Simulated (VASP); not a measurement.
Level of theory: PBEsol GGA, VASP's PBE PAW potentials (set 64) (plane waves; VASP).

Input for VASP

File KPOINTS:
```
Automatic mesh
0
Gamma
6 6 4
0 0 0
```

File POSCAR:
```
CdS
1
    2.0629527340    -3.5910044728     0.0000000000
    2.0629527340     3.5910044728     0.0000000000
    0.0000000000     0.0000000000     6.7369378688
Cd S
2 2
Direct
  0.6666670000   0.3333330000   0.5000177328
  0.3333330000   0.6666670000   0.0000177328
  0.6666670000   0.3333330000   0.8769822672
  0.3333330000   0.6666670000   0.3769822672
```

**INCAR**
```
# general
SYSTEM  = CdS
PREC    = Accurate
ENCUT   = 480
LREAL   = .FALSE.
LASPH   = .TRUE.

# electronic loop
EDIFF   = 1E-7
NELM    = 100
ALGO    = Normal
LMAXMIX = 4

# smearing
ISMEAR  = 0
SIGMA   = 0.05

# functional
GGA     = PS

# ions
IBRION  = 2
NSW     = 30
ISIF    = 2
EDIFFG  = -0.01

# output
LWAVE   = .FALSE.
LCHARG  = .FALSE.
```

POTCAR, in this order: Cd S (PBE.64 set). Program: vasp_std.

Output

### OSZICAR
```
       N       E                     dE             d eps       ncg     rms          rms(c)
DAV:   1     0.241166523878E+03    0.24117E+03   -0.17151E+04  1716   0.142E+03
DAV:   2    -0.101119198799E+01   -0.24218E+03   -0.23598E+03  1944   0.353E+02
DAV:   3    -0.144763622163E+02   -0.13465E+02   -0.13420E+02  2094   0.831E+01
DAV:   4    -0.146250207478E+02   -0.14866E+00   -0.14860E+00  1950   0.880E+00
DAV:   5    -0.146276398702E+02   -0.26191E-02   -0.26190E-02  2106   0.112E+00    0.113E+01
DAV:   6    -0.136584123628E+02    0.96923E+00   -0.24244E+00  2266   0.177E+01    0.879E+00
DAV:   7    -0.136399201108E+02    0.18492E-01   -0.78896E-01  2004   0.532E+00    0.378E+00
DAV:   8    -0.136320728381E+02    0.78473E-02   -0.13017E-01  2060   0.394E+00    0.548E-01
DAV:   9    -0.136299952382E+02    0.20776E-02   -0.23561E-02  2118   0.205E+00    0.159E-01
DAV:  10    -0.136299299434E+02    0.65295E-04   -0.16374E-03  2076   0.468E-01    0.904E-02
DAV:  11    -0.136299522347E+02   -0.22291E-04   -0.11337E-04  1974   0.756E-02    0.891E-02
DAV:  12    -0.136299713207E+02   -0.19086E-04   -0.30098E-05  2058   0.276E-02    0.521E-02
DAV:  13    -0.136300214314E+02   -0.50111E-04   -0.53991E-05  1758   0.411E-02    0.460E-02
DAV:  14    -0.136300194043E+02    0.20270E-05   -0.28363E-06  2302   0.182E-02    0.325E-02
DAV:  15    -0.136300165973E+02    0.28071E-05   -0.11018E-05  1872   0.159E-02    0.181E-02
DAV:  16    -0.136300167996E+02   -0.20231E-06   -0.44690E-07  1944   0.577E-03    0.102E-02
DAV:  17    -0.136300168804E+02   -0.80861E-07   -0.66801E-08  1074   0.154E-03
   1 F= -.13630017E+02 E0= -.13630017E+02  d E =-.136300E+02
       N       E                     dE             d eps       ncg     rms          rms(c)
DAV:   1    -0.136301408457E+02   -0.12405E-03   -0.65687E-02  1728   0.167E+00    0.834E-02
DAV:   2    -0.136302238030E+02   -0.82957E-04   -0.93616E-04  2070   0.201E-01    0.254E-02
DAV:   3    -0.136302217625E+02    0.20405E-05   -0.91712E-06  1974   0.225E-02    0.183E-02
DAV:   4    -0.136302208829E+02    0.87966E-06   -0.68705E-06  1988   0.128E-02    0.408E-03
DAV:   5    -0.136302209098E+02   -0.26898E-07   -0.12779E-06  1854   0.644E-03    0.284E-03
DAV:   6    -0.136302209159E+02   -0.60882E-08   -0.29459E-08  1068   0.126E-03
   2 F= -.13630221E+02 E0= -.13630221E+02  d E =-.204035E-03
       N       E                     dE             d eps       ncg     rms          rms(c)
DAV:   1    -0.136302163913E+02    0.45185E-05   -0.62883E-02  1716   0.163E+00    0.822E-02
DAV:   2    -0.136302962070E+02   -0.79816E-04   -0.90167E-04  2070   0.197E-01    0.247E-02
DAV:   3    -0.136302942651E+02    0.19419E-05   -0.88158E-06  1962   0.221E-02    0.178E-02
DAV:   4    -0.136302934427E+02    0.82245E-06   -0.65289E-06  2000   0.125E-02    0.400E-03
DAV:   5    -0.136302934689E+02   -0.26232E-07   -0.12096E-06  1842   0.626E-03    0.279E-03
DAV:   6    -0.136302934763E+02   -0.73505E-08   -0.28182E-08  1038   0.123E-03
   3 F= -.13630293E+02 E0= -.13630293E+02  d E =-.276596E-03
```

**OUTCAR**
```
------------------------ aborting loop because EDIFF is reached ----------------------------------------
  FORCE on cell =-STRESS in cart. coord.  units (eV):
  Direction    XX          YY          ZZ          XY          YZ          ZX
  --------------------------------------------------------------------------------------
  Total       -0.0784212     -0.1882298     -0.1789979      0.0000000      0.0000000      0.0000000
  in kB       -1.2587698     -3.0213515     -2.8731668      0.0000000      0.0000000      0.0000000
  external PRESSURE =      -2.3844294 kB  Pullay stress =       0.0000000 kB
  volume of cell :       99.82
      direct lattice vectors                 reciprocal lattice vectors
     2.062952734 -3.591004473  0.000000000     0.242371040 -0.139236808  0.000000000
     2.062952734  3.591004473  0.000000000     0.242371040  0.139236808  0.000000000
     0.000000000  0.000000000  6.736937869     0.000000000  0.000000000  0.148435390
  FREE ENERGIE OF THE ION-ELECTRON SYSTEM (eV)
  ---------------------------------------------------
  free  energy   TOTEN  =       -13.6302934763 eV

  energy  without entropy=      -13.6302934763  energy(sigma->0) =      -13.63029348

 reached required accuracy - stopping structural energy minimisation
```
(Selected blocks of OUTCAR.)

File CONTCAR:
```
CdS
   1.00000000000000
     2.0629527340000000   -3.5910044727999999    0.0000000000000000
     2.0629527340000000    3.5910044727999999    0.0000000000000000
     0.0000000000000000    0.0000000000000000    6.7369378688000001
  Cd              S
     2     2
Direct
     0.6663127394626919    0.3336872605373082    0.5003329438517624
     0.3336872605373082    0.6663127394626919    0.0003329438517624
     0.6662295468012057    0.3337704531987943    0.8766670561482400
     0.3337704531987943    0.6662295468012057    0.3766670561482400
```

**OUTCAR**
```
 val. band max:        1.1713289705   @ k =   0.0000   0.0000   0.0000

 cond. band min:       2.2345785340   @ k =   0.0000   0.0000   0.0000


 Fermi energy:         1.4108581605

 k-point     1 :       0.0000    0.0000    0.0000
  band No.  band energies     occupation
      1     -11.1905      2.00000
      2     -10.7513      2.00000
      3      -6.5273      2.00000
      4      -6.5216      2.00000
      5      -6.5178      2.00000
      6      -6.4369      2.00000
      7      -6.4344      2.00000
      8      -6.1019      2.00000
      9      -6.0999      2.00000
     10      -6.0083      2.00000
     11      -6.0083      2.00000
     12      -5.6698      2.00000
     13      -3.2709      2.00000
     14       0.3834      2.00000
     15       0.4124      2.00000
     16       1.1132      2.00000
     17       1.1539      2.00000
     18       1.1713      2.00000
     19       2.2346      0.00000
     20       3.8376      0.00000
     21       7.5265      0.00000
     22       7.5628      0.00000

 k-point     2 :       0.1667    0.0000    0.0000
  band No.  band energies     occupation
      1     -11.0936      2.00000
      2     -10.7094      2.00000
      3      -6.4956      2.00000
      4      -6.4828      2.00000
      5      -6.4488      2.00000
      6      -6.3873      2.00000
      7      -6.3813      2.00000
      8      -6.1219      2.00000
      9      -6.0994      2.00000
     10      -6.0462      2.00000
     11      -6.0000      2.00000
     12      -5.6054      2.00000
     13      -3.0830      2.00000
     14      -0.5923      2.00000
     15      -0.0713      2.00000
     16       0.0671      2.00000
     17       0.9105      2.00000
     18       0.9651      2.00000
     19       3.4091      0.00000
     20       4.7191      0.00000
     21       6.8153      0.00000
     22       7.8590      0.00000

 k-point     3 :       0.3333    0.0000    0.0000
  band No.  band energies     occupation
      1     -10.8840      2.00000
...
```

The compound is CdS in the wurtzite structure. This cell was strained or had an atom moved on purpose. Symmetry was kept, so distortions that lower it aren't found.
